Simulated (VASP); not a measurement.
Input:

```
CELL_PARAMETERS angstrom
      4.04767     0.00000     0.00000
      0.00000     4.04767     0.00000
      0.00000     0.00000     4.04767
ATOMIC_POSITIONS crystal
  Tl 0.00000 0.00000 0.00000
  Br 0.50000 0.50000 0.50000
```

Computed with PBE GGA, VASP's PBE PAW potentials (set 64) (plane waves; VASP). Settings: 520 eV cut-off, 6×6×6 Γ-centred mesh, Gaussian smearing of 0.050 eV, potentials Tl_d Br.

Unless said otherwise, spin-orbit coupling is left out, though it shifts the bands of the heavy elements here.

Estimate the energy per atom (σ→0), band gap (on the k-mesh) with the smallest direct gap where there is one.

| Property | Value |
|---|---|
| band gap (on the k-mesh) | 1.99 eV |
| smallest direct gap (on the k-mesh) | 1.99 eV |
| energy per atom (σ→0) | -2.773 eV/atom |

Total energies compare only between runs with the same potentials, cut-off and functional.

The compound is TlBr in the CsCl type structure. It was relaxed first.
